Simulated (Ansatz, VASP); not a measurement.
**LiSi2 in VASP and in Ansatz**

Contents of INCAR:

```
ALGO = Normal ; EDIFF = 1E-6
ENCUT = 520 ; GGA = PE
ISIF = 2 ; ISMEAR = 0
LASPH = T ; LCHARG = F
LREAL = F ; LWAVE = F
NBANDS = 12 ; NELM = 100
PREC = Accurate ; SIGMA = 0.1
```

KPOINTS

```
k-points
0
Gamma
  6 6 4
```

File POSCAR:

```
LiSi2
1.0
    3.0114395200     -1.6968544700      0.0000000000
    3.0114395200      1.6968544700      0.0000000000
   -0.1248296800      0.0000000000      4.1986964800
Li Si
1 2
Direct
    0.0000000000      0.0000000000      0.0000000000
    0.3176870000      0.3176870000      0.6840320200
    0.6823130000      0.6823130000      0.3159679800
```

Input for Ansatz:

```yaml
crystal:
  lattice:
    - [3.01143952, -1.69685447, 0.0]
    - [3.01143952, 1.69685447, 0.0]
    - [-0.12482968, 0.0, 4.19869648]
  atoms:
    - { symbol: Li, position: [0.0, 0.0, 0.0] }
    - { symbol: Si, position: [0.317687, 0.317687, 0.68403202] }
    - { symbol: Si, position: [0.682313, 0.682313, 0.31596798] }
basis:
  ecutwfc: 420
kpoints:
  mp_grid: { grid: [6, 6, 4] }
hamiltonian:
  xc: pbe
scf:
  occupations: { method: gaussian, width: 0.1 }
  lower_state_search: "off"
output:
  forces: true
  stress: true
  eigenvalues: true
```

Alike in both runs: task single point; functional PBE; k mesh 6 × 6 × 4; occupations gaussian, width 0.1 eV; no spin polarisation.

|  | VASP | Ansatz |
| --- | --- | --- |
| version | VASP 6.6.1 | Ansatz 0.2.0 |
| potentials or method | VASP PAW PBE potentials, release 64 (Li_sv, Si) | scalar-relativistic, plane waves, PAW |
| plane-wave cutoff (eV) | 520 | 420 |
| valence electrons in the cell | 11 | 11 |

Ansatz gave:

```
gap on the k mesh at the Fermi level (eV) : none
rms of the force components (eV/Å)        : 0.846
```

Problem. What did VASP give for the same quantities?

Solution. gap on the k mesh at the Fermi level (eV): none; rms of the force components (eV/Å): 0.853.

Atom by atom the forces differ by 0.007 eV/Å (rms over components). A gap of «none» marks a metal or a gap that the smearing closes.

Caveats: the k mesh is coarse (spacing up to 0.37 Å⁻¹), so the values aren't converged; forces of over 1 eV/Å show positions far from the minimum, so gaps and moduli don't describe the material at rest.
